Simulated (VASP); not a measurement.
# TePt with r2SCAN: from relaxation to properties

What structure and properties does r2SCAN give TePt, and how near are they to the measured ones? The steps: full relaxation (r2SCAN), second relaxation, density, ELF and potential (r2SCAN), bands along the symmetry lines (r2SCAN), total and projected DOS (r2SCAN), zone-centre phonons (r2SCAN) and electric field gradients (r2SCAN). The start is a cell from a database of measured crystal structures.

Program: VASP 6.6.1. Level of theory: r2SCAN; plane waves and PAW (Te, Pt). Results are calculated unless marked as measured.

**Measured values to reproduce.**

“Electronic and topological properties of the van der Waals layered superconductor PtTe” (2022, arxiv:2203.06655) reports for PtTe, ZrCl-type rhombohedral, by single crystal x-ray diffraction (flux-grown crystal, 200 K): lattice constant a (a, hexagonal setting) 3.9612 ± 0.0004 Å; lattice constant c (c, hexagonal setting) 19.815 ± 0.002 Å.

Report form: the programs' logs are mostly left out.

The database entry behind the starting cell differs from later determinations by our own check (c about 0.8 % long), so it need not match the best structure at ambient conditions.

**1. The starting structure**

Before any relaxation, the start is as follows. The structure is trigonal, space group R-3m (No. 166). Conventional cell: a = 3.963 Å, b = 3.963 Å, c = 19.983 Å, α = 90.00°, β = 90.00°, γ = 120.00°. Nearest to Te lie 3 Pt at 2.59 Å. Nearest to Pt lie 3 Te at 2.59 Å and 3 Pt at 2.72 Å. Farther neighbours and most contacts between anions are not listed.

Coordinates:

```xyz
4
Lattice="1.9816 1.1441 6.6610 -1.9816 1.1441 6.6610 0.0000 -2.2881 6.6610" Properties=species:S:1:pos:R:3 pbc="T T T"
Te    0.0000    0.0000   11.9499
Te    0.0000    0.0000    8.0332
Pt    0.0000    0.0000   17.3920
Pt    0.0000    0.0000    2.5911
```

**2. Full relaxation (r2SCAN)**

Properties are meant for the cell that this level of theory prefers, so cell and atoms are relaxed first (ISIF = 3) until forces and stress are small; EDIFFG sets the threshold. r2SCAN adds the kinetic-energy density, costs more than a GGA and is run with LASPH.

Input file INCAR:

```
SYSTEM = TePt
PREC = Accurate
ENCUT = 400
EDIFF = 1E-06
NELM = 100
ISMEAR = 0
SIGMA = 0.05
LREAL = .FALSE.
ALGO = Normal
METAGGA = R2SCAN
LASPH = .TRUE.
NBANDS = 22
LORBIT = 11
LWAVE = .FALSE.
LCHARG = .FALSE.
KPAR = 4
IBRION = 2
NSW = 60
ISIF = 3
EDIFFG = -0.01
```

Input file POSCAR:

```
TePt
1.0
    1.9815661262      1.1440577364      6.6610334788
   -1.9815661262      1.1440577364      6.6610334788
    0.0000000000     -2.2881154728      6.6610334788
Te Pt
2 2
Direct
    0.5980000000      0.5980000000      0.5980000000
    0.4020000000      0.4020000000      0.4020000000
    0.8703333333      0.8703333333      0.8703333333
    0.1296666667      0.1296666667      0.1296666667
```

Input file KPOINTS:

```
Automatic mesh
0
Gamma
6 6 6
0 0 0
```

The projector-augmented-wave data sets are Te and Pt (PBE family, release 64).

Started as:

```bash
> mpirun -np 4 vasp_std
```

It took 9 min on 4 MPI ranks of Intel Xeon 6975P-C (Granite Rapids), shared host; peak memory 1.5 GiB.

The k-mesh is coarse for a metal. The bonds form layers, held to each other by dispersion, which r2SCAN holds only at short range, so the spacing between them may come out too wide. The PAW data sets were made with PBE, which is usual practice but a small mismatch for other functionals. The run keeps the 12 symmetry operations of its start, so it cannot find a distortion of lower symmetry.

Relaxation path:

```
step  energy less that of the first step (eV)  largest force (eV/Å)  pressure (GPa)  volume (Å³)
   1                                   0.0000                0.0783            2.62        90.60
   2                                   0.0271                0.5666           -3.94        95.56
   3                                  -0.0143                0.1904            0.01        92.39
   4                                  -0.0185                0.1558            0.00        92.70
   5                                  -0.0258                0.0647            0.04        93.64
   6                                  -0.0214                0.1066            0.27        95.48
   7                                  -0.0269                0.0727            0.10        94.25
   8                                  -0.0270                0.0721            0.10        94.15
   9                                  -0.0272                0.0573           -0.39        94.60
  10                                  -0.0274                0.0367           -0.21        94.43
  11                                  -0.0276                0.0379            0.18        94.22
  12                                  -0.0277                0.0135            0.03        94.30
  13                                  -0.0277                0.0118            0.01        94.31
  14                                  -0.0277                0.0145            0.04        94.30
  15                                  -0.0277                0.0128            0.00        94.35
  16                                  -0.0277                0.0112           -0.02        94.38
  17                                  -0.0277                0.0097           -0.02        94.38
```

| conventional cell, symmetrised | before | after | change |
| --- | --- | --- | --- |
| a (Å) | 3.963 | 3.987 | +0.6 % |
| b (Å) | 3.963 | 3.987 | +0.6 % |
| c (Å) | 19.983 | 20.564 | +2.9 % |
| volume (Å³/atom) | 22.65 | 23.59 | +4.2 % |

The atoms that moved most (Å, as changes of fractional coordinates times the final cell):

```csv
atom,dx,dy,dz,length
Te1,0.000,0.000,-0.052,0.052
Te2,0.000,0.000,0.052,0.052
Pt4,0.000,0.000,0.022,0.022
Pt3,0.000,0.000,-0.022,0.022
```

Final coordinates:

```cif
data_structure
_symmetry_space_group_name_H-M 'P 1'
_symmetry_Int_Tables_number 1
_cell_length_a 7.2310
_cell_length_b 7.2310
_cell_length_c 7.2310
_cell_angle_alpha 32.008
_cell_angle_beta 32.008
_cell_angle_gamma 32.008
_cell_volume 94.38
loop_
_atom_site_label
_atom_site_type_symbol
_atom_site_fract_x
_atom_site_fract_y
_atom_site_fract_z
_atom_site_occupancy
Te1 Te 0.59549 0.59549 0.59549 1
Te2 Te 0.40451 0.40451 0.40451 1
Pt3 Pt 0.86925 0.86925 0.86925 1
Pt4 Pt 0.13075 0.13075 0.13075 1
```

This step gave:

- electrons: 32
- bands: 22
- irreducible k-points: 32
- symmetry operations: 12
- free energy (TOTEN): -155.3896 eV
- energy at zero smearing: -155.3863 eV
- Fermi energy: 7.704 eV
- pressure: -0.02289 GPa
- metallic: yes
- SCF cycles over all ionic steps: 110

It ends with a largest force of 0.010 eV/Å and a pressure of -0.02 GPa. The volume lies +4.2 % from that of the database's start.

**3. Second relaxation**

The basis stayed that of the start cell while the cell moved. A rerun from the cell reached resets it; the error of the finite cutoff stays.

INCAR is that of step 2.

Input file POSCAR:

```
TePt
1.0
    1.9936112994      1.1510120204      6.8547338683
   -1.9936112994      1.1510120204      6.8547338683
    0.0000000000     -2.3020240408      6.8547338683
Te Pt
2 2
Direct
    0.5954934321      0.5954934321      0.5954934321
    0.4045065679      0.4045065679      0.4045065679
    0.8692535297      0.8692535297      0.8692535297
    0.1307464703      0.1307464703      0.1307464703
```

KPOINTS is that of step 2.

Started as:

```bash
> mpirun -np 4 vasp_std
```

Elapsed: 58 s, on 4 MPI ranks; peak memory 1.4 GiB; 3.7 min of CPU time.

Little changed from the start: no atom moved by 0.005 Å and no cell edge by 0.1 %.

This step gave:

```
free energy (TOTEN)             : -155.3919 eV
energy at zero smearing         : -155.3886 eV
pressure                        : 0.02194 GPa
SCF cycles over all ionic steps : 14
```

It ends with a largest force of 0.010 eV/Å and a pressure of 0.02 GPa. The volume moved by under 0.01 %: the run met its threshold at the first step.

**4. Density, ELF and potential (r2SCAN)**

A single point on the relaxed cell gives a clean self-consistent state, with density, ELF and potential written out.

Changes to INCAR since step 3:

```diff
@@ -14,7 +14,5 @@
 LWAVE = .FALSE.
-LCHARG = .FALSE.
-KPAR = 4
-IBRION = 2
-NSW = 60
-ISIF = 3
-EDIFFG = -0.01
+LCHARG = .TRUE.
+ISIF = 2
+LELF = .TRUE.
+LVHAR = .TRUE.
```

POSCAR is that of step 3.

KPOINTS is that of step 3.

Started as:

```bash
> mpirun -np 4 vasp_std
```

Elapsed: 59 s, on 4 MPI ranks; peak memory 0.8 GiB.

This step gave:

| Quantity | Value |
| --- | --- |
| SCF cycles | 14 |
| bands | 24 |
| pressure | 0.04185 GPa |

Valence electrons inside each PAW sphere by angular momentum. Sphere charges, by row:

```csv
atom,s (e),p (e),d (e),tot (e)
Te1,1.395,1.879,0.084,3.358
Te2,1.395,1.879,0.084,3.358
Pt3,0.679,0.577,8.123,9.378
Pt4,0.679,0.577,8.123,9.378
```

ELF in the ac plane of the conventional cell at fractional y = 0.333, with atoms of Te and Pt within 0.2 Å of it. It is the smooth field of the valence electrons, not physical close to the nuclei.

Values, 24 rows by 14 columns, each cell a mean:
```
0.26 0.11 0.06 0.09 0.22 0.47 0.71 0.84 0.88 0.89 0.89 0.85 0.75 0.55
0.50 0.28 0.20 0.24 0.45 0.69 0.80 0.80 0.71 0.63 0.68 0.79 0.81 0.74
0.38 0.32 0.32 0.32 0.36 0.50 0.64 0.70 0.68 0.65 0.67 0.70 0.66 0.55
0.28 0.32 0.34 0.33 0.29 0.25 0.23 0.22 0.22 0.22 0.22 0.22 0.23 0.25
0.29 0.31 0.33 0.32 0.29 0.28 0.29 0.31 0.32 0.32 0.32 0.31 0.30 0.28
0.42 0.32 0.31 0.31 0.39 0.56 0.70 0.74 0.69 0.64 0.67 0.73 0.72 0.61
0.49 0.25 0.16 0.21 0.43 0.69 0.81 0.82 0.75 0.69 0.73 0.81 0.82 0.74
0.20 0.10 0.08 0.09 0.17 0.37 0.60 0.77 0.84 0.86 0.85 0.79 0.65 0.44
0.36 0.48 0.53 0.50 0.38 0.25 0.15 0.14 0.19 0.22 0.20 0.15 0.14 0.21
0.60 0.69 0.72 0.70 0.63 0.48 0.28 0.10 0.04 0.02 0.03 0.09 0.22 0.42
0.43 0.48 0.51 0.49 0.44 0.35 0.24 0.13 0.08 0.07 0.08 0.12 0.20 0.32
0.27 0.29 0.30 0.29 0.27 0.27 0.26 0.26 0.28 0.29 0.28 0.27 0.26 0.27
0.27 0.22 0.20 0.21 0.26 0.31 0.33 0.17 0.06 0.04 0.05 0.14 0.30 0.32
0.47 0.51 0.51 0.51 0.48 0.41 0.36 0.28 0.22 0.21 0.21 0.26 0.34 0.39
0.59 0.67 0.70 0.69 0.61 0.48 0.33 0.26 0.26 0.28 0.27 0.26 0.31 0.44
0.27 0.34 0.38 0.36 0.29 0.19 0.11 0.06 0.04 0.04 0.04 0.05 0.09 0.16
0.35 0.44 0.47 0.45 0.37 0.25 0.15 0.08 0.07 0.07 0.07 0.08 0.12 0.22
0.60 0.67 0.69 0.68 0.62 0.49 0.36 0.30 0.31 0.33 0.32 0.30 0.33 0.45
0.42 0.44 0.43 0.44 0.43 0.38 0.35 0.24 0.15 0.13 0.14 0.21 0.33 0.37
0.26 0.21 0.19 0.20 0.25 0.30 0.32 0.21 0.11 0.10 0.10 0.18 0.30 0.31
0.29 0.31 0.33 0.32 0.29 0.27 0.24 0.23 0.25 0.26 0.25 0.23 0.24 0.26
0.48 0.54 0.57 0.55 0.49 0.39 0.25 0.12 0.07 0.05 0.06 0.11 0.21 0.35
0.60 0.69 0.72 0.70 0.62 0.46 0.26 0.09 0.04 0.02 0.03 0.08 0.20 0.40
0.27 0.37 0.42 0.39 0.29 0.19 0.16 0.23 0.32 0.36 0.33 0.25 0.18 0.17
```
Columns run along a (4.0 Å), rows up along c (20.6 Å), edges of the conventional cell, whose origin can differ from the input's. Atoms in or near the plane, at fractional coordinates: Te at (0.67, 0.93), Te at (0.67, 0.74), Pt at (0.67, 0.20), Pt at (0.67, 0.46).

Valence density in the ac plane of the conventional cell at fractional y = 0.333, with atoms of Te and Pt within 0.2 Å of it. It is the smooth field of the valence electrons, not physical close to the nuclei.

Values in e/Å³, 24 rows by 14 columns, each cell a mean:
```
 0.1  0.1  0.0  0.1  0.1  0.1  0.2  0.4  0.4  0.4  0.4  0.4  0.3  0.2
 0.2  0.1  0.1  0.1  0.2  0.3  0.5  0.4  0.1 -0.2  0.0  0.4  0.5  0.4
 0.3  0.3  0.3  0.3  0.3  0.3  0.4  0.4  0.4  0.3  0.4  0.4  0.4  0.3
 0.3  0.4  0.4  0.4  0.3  0.2  0.2  0.1  0.1  0.1  0.1  0.1  0.2  0.2
 0.3  0.4  0.4  0.4  0.3  0.2  0.2  0.2  0.2  0.2  0.2  0.2  0.2  0.2
 0.3  0.3  0.3  0.3  0.3  0.3  0.4  0.4  0.3  0.2  0.3  0.4  0.5  0.4
 0.2  0.1  0.1  0.1  0.2  0.3  0.5  0.4  0.2 -0.1  0.1  0.4  0.5  0.3
 0.1  0.1  0.0  0.0  0.1  0.1  0.2  0.3  0.3  0.4  0.4  0.3  0.2  0.1
 0.1  0.1  0.1  0.1  0.1  0.1  0.1  0.1  0.1  0.1  0.1  0.1  0.1  0.1
 0.3  0.3  0.4  0.4  0.3  0.2  0.1  0.1  0.0  0.0  0.0  0.1  0.1  0.2
 0.3  0.4  0.5  0.5  0.4  0.2  0.2  0.1  0.1  0.1  0.1  0.1  0.1  0.2
 0.3  0.3  0.3  0.3  0.3  0.3  0.3  0.4  0.6  0.7  0.6  0.4  0.3  0.3
 0.2  0.2  0.2  0.2  0.2  0.4  0.8  1.7  2.5  3.1  2.7  1.9  1.0  0.5
 0.3  0.3  0.2  0.3  0.3  0.4  0.6  1.1  1.6  1.9  1.7  1.2  0.7  0.4
 0.2  0.3  0.3  0.3  0.2  0.2  0.2  0.2  0.2  0.2  0.2  0.2  0.2  0.2
 0.1  0.1  0.1  0.1  0.1  0.1  0.0  0.0  0.0  0.0  0.0  0.0  0.0  0.1
 0.1  0.1  0.1  0.1  0.1  0.1  0.1  0.0  0.0  0.0  0.0  0.0  0.1  0.1
 0.2  0.3  0.3  0.3  0.2  0.2  0.2  0.2  0.3  0.4  0.3  0.3  0.2  0.2
 0.3  0.2  0.2  0.2  0.3  0.4  0.7  1.4  2.1  2.5  2.2  1.5  0.9  0.4
 0.2  0.2  0.2  0.2  0.2  0.4  0.7  1.5  2.2  2.7  2.4  1.6  0.9  0.4
 0.3  0.4  0.4  0.4  0.3  0.2  0.2  0.3  0.4  0.4  0.4  0.3  0.2  0.2
 0.3  0.4  0.5  0.5  0.4  0.2  0.1  0.1  0.1  0.1  0.1  0.1  0.1  0.2
 0.2  0.3  0.3  0.3  0.2  0.2  0.1  0.1  0.0  0.0  0.0  0.1  0.1  0.1
 0.1  0.1  0.1  0.1  0.1  0.1  0.1  0.1  0.1  0.1  0.1  0.1  0.1  0.1
```
Columns run along a (4.0 Å), rows up along c (20.6 Å), edges of the conventional cell, whose origin can differ from the input's. Atoms in or near the plane, at fractional coordinates: Te at (0.67, 0.93), Te at (0.67, 0.74), Pt at (0.67, 0.20), Pt at (0.67, 0.46).

Electrostatic potential energy in the ac plane of the conventional cell at fractional y = 0.333, with atoms of Te and Pt within 0.2 Å of it. With pseudopotentials it is smooth inside the atoms' cores, unlike the true potential.

Ten even steps from '_' (-72 eV) to '@' (4 eV), each cell a mean:
```
@@@@@@@@@@@@@@##**++++##%%@@
@@@@@@@@@@%%++__________==%%
@@@@@@@@@@@@%%++==----++##@@
@@@@@@@@@@@@@@@@@@@@@@@@@@@@
@@@@@@@@@@@@@@@@@@@@@@@@@@@@
@@@@@@@@@@@@##==::..::--**%%
@@@@@@@@@@%%**..______..++%%
@@@@@@@@@@@@@@%%######%%@@@@
@@@@@@@@@@@@@@@@@@@@@@@@@@@@
@@%%%%%%@@@@@@@@@@@@@@@@@@@@
@@@@%%@@@@@@@@@@@@@@@@@@@@@@
@@@@@@@@@@@@@@%%%%##%%%%@@@@
@@@@@@@@@@@@##--..__..--**%%
@@@@@@@@@@@@%%**==--==++##@@
@@@@%%%%@@@@@@@@@@@@@@@@@@@@
@@@@@@@@@@@@@@@@@@@@@@@@@@@@
@@@@@@@@@@@@@@@@@@@@@@@@@@@@
@@%%%%%%@@@@@@@@@@@@@@@@@@@@
@@@@@@@@@@@@##==--::::==##@@
@@@@@@@@@@@@##==::..::==**@@
@@@@@@@@@@@@@@@@@@%%@@@@@@@@
@@@@%%%%@@@@@@@@@@@@@@@@@@@@
@@@@%%%%@@@@@@@@@@@@@@@@@@@@
@@@@@@@@@@@@@@@@@@@@@@@@@@@@
```
Columns run along a (4.0 Å; values clipped at the 3rd and 97th percentile), rows up along c (20.6 Å), edges of the conventional cell, whose origin can differ from the input's. Atoms in or near the plane, at fractional coordinates: Te at (0.67, 0.93), Te at (0.67, 0.74), Pt at (0.67, 0.20), Pt at (0.67, 0.46).

In this run the pressure is 0.04 GPa, small enough to go on.

**5. Bands along the symmetry lines (r2SCAN)**

Levels along the symmetry lines show where the bands peak and cross; KPOINTS_OPT computes them in the converged potential.

Input file INCAR:

```
SYSTEM = TePt
PREC = Accurate
ENCUT = 400
EDIFF = 1E-06
NELM = 100
ISMEAR = 0
SIGMA = 0.05
LREAL = .FALSE.
ALGO = Normal
METAGGA = R2SCAN
LASPH = .TRUE.
NBANDS = 30
LORBIT = 11
LWAVE = .FALSE.
LCHARG = .FALSE.
KPAR = 4
```

POSCAR is that of step 4.

KPOINTS is that of step 4.

Input file KPOINTS_OPT:

```
Line mode
16
Line-mode
Reciprocal
  0.00000000   0.00000000   0.00000000 GAMMA
  0.50000000   0.00000000   0.00000000 L

  0.50000000   0.00000000   0.00000000 L
  0.50000000   0.18546361  -0.18546361 B1

  0.81453639   0.50000000   0.18546361 B
  0.50000000   0.50000000   0.50000000 Z

  0.50000000   0.50000000   0.50000000 Z
  0.00000000   0.00000000   0.00000000 GAMMA

  0.00000000   0.00000000   0.00000000 GAMMA
  0.34273181   0.00000000  -0.34273181 X

  0.65726819   0.34273181   0.00000000 Q
  0.50000000   0.50000000   0.00000000 F

  0.50000000   0.50000000   0.00000000 F
  0.65726819   0.65726819   0.18546361 P1

  0.65726819   0.65726819   0.18546361 P1
  0.50000000   0.50000000   0.50000000 Z

  0.50000000   0.00000000   0.00000000 L
  0.81453639   0.34273181   0.34273181 P
```

Started as:

```bash
> mpirun -np 4 vasp_std
```

The job ended after 3.6 min (4 MPI ranks; peak memory 1.6 GiB; 14 min of CPU time).

Spin-orbit coupling is off here; with elements this heavy it splits and shifts levels by tenths of an eV or more.

This step gave:

- bands: 30
- Fermi energy: 7.703 eV
- pressure: 0.07965 GPa

The electronic bands at the labelled points (eV, zero at the Fermi level; # counts the bands kept):

```
          point    #11    #12    #13    #14    #15   #16   #17   #18
              Γ  -1.78   0.71   0.83   0.83   1.45  2.91  2.91  5.06
0.47 of the way  -1.85  -1.53  -0.21   0.41   1.26  1.95  3.32  4.84
              L  -2.60  -2.03  -1.91  -1.10   0.32  1.59  2.19  4.09
0.47 of the way  -2.49  -1.93  -1.81  -1.50  -0.88  1.72  2.84  5.56
             B1  -2.48  -2.13  -1.29  -1.27  -0.46  1.27  3.55  3.60
      jump to B  -2.48  -2.13  -1.29  -1.27  -0.46  1.27  3.55  3.60
0.53 of the way  -1.78  -1.65  -0.72  -0.22   1.50  1.64  3.05  4.92
              Z  -1.71  -1.63   1.27   1.27   2.21  2.21  3.54  5.04
0.47 of the way  -1.77  -0.83   1.02   1.02   2.56  2.56  2.85  4.94
              Γ  -1.78   0.71   0.83   0.83   1.45  2.91  2.91  5.06
0.47 of the way  -1.81  -1.75  -0.46  -0.14   0.36  2.31  3.79  5.78
              X  -2.44  -2.15  -1.53  -0.87  -0.76  1.32  3.29  4.13
      jump to Q  -2.44  -2.15  -1.53  -0.87  -0.76  1.32  3.29  4.13
0.47 of the way  -2.50  -2.23  -1.83  -0.67  -0.33  1.45  3.88  4.09
              F  -2.57  -1.86  -1.62  -1.24  -1.22  2.54  3.84  5.01
0.47 of the way  -2.53  -1.86  -1.59  -1.38  -1.05  2.48  3.57  5.01
             P1  -2.42  -1.86  -1.52  -1.49  -0.79  2.32  2.99  4.95
0.53 of the way  -1.82  -1.48  -0.43   0.11   0.79  2.60  3.04  5.12
              Z  -1.71  -1.63   1.27   1.27   2.21  2.21  3.54  5.04
      jump to L  -2.60  -2.03  -1.91  -1.10   0.32  1.59  2.19  4.09
0.53 of the way  -2.50  -1.95  -1.86  -1.27  -0.07  1.87  2.41  4.46
              P  -2.42  -1.86  -1.52  -1.49  -0.79  2.32  2.99  4.95
```

Of the projections kept (Te, Pt), the largest for each band there; the rest of the weight can lie on other orbitals:

```
point      #11      #12      #13      #14      #15      #16      #17      #18
    Γ  Pt 0.96  Te 0.63  Te 0.64  Te 0.64  Te 0.50  Te 0.50  Te 0.50  Te 0.68
    L  Pt 0.98  Pt 0.82  Pt 0.97  Te 0.52  Te 0.63  Pt 0.65  Pt 0.78  Pt 0.68
   B1  Pt 0.93  Pt 0.89  Pt 0.78  Pt 0.78  Pt 0.64  Pt 0.75  Pt 0.67  Pt 0.67
    B  Pt 0.93  Pt 0.89  Pt 0.78  Pt 0.78  Pt 0.64  Pt 0.75  Pt 0.67  Pt 0.67
    Z  Pt 0.93  Pt 0.68  Te 0.64  Te 0.64  Te 0.51  Te 0.51  Te 0.61  Te 0.52
    Γ  Pt 0.96  Te 0.63  Te 0.64  Te 0.64  Te 0.50  Te 0.50  Te 0.50  Te 0.68
```

There is no gap at this level.

[end of part 1 of 2]

[Lines on the potential files, build, host, timing and source positions are cut from VASP's logs without a mark.]

[Logs are printed without paths, hosts, clocks, repeated set-up lines and the standing remarks that a program may print on its own settings, such as how far it seeks lower states.]

[Hosts, paths, dates, database ids (printed as entryN), source tags and the programs' standing remarks are cut or masked in the printed files.]

[A measured line is paired with the nearest computed mode of its activity, which favours agreement.]
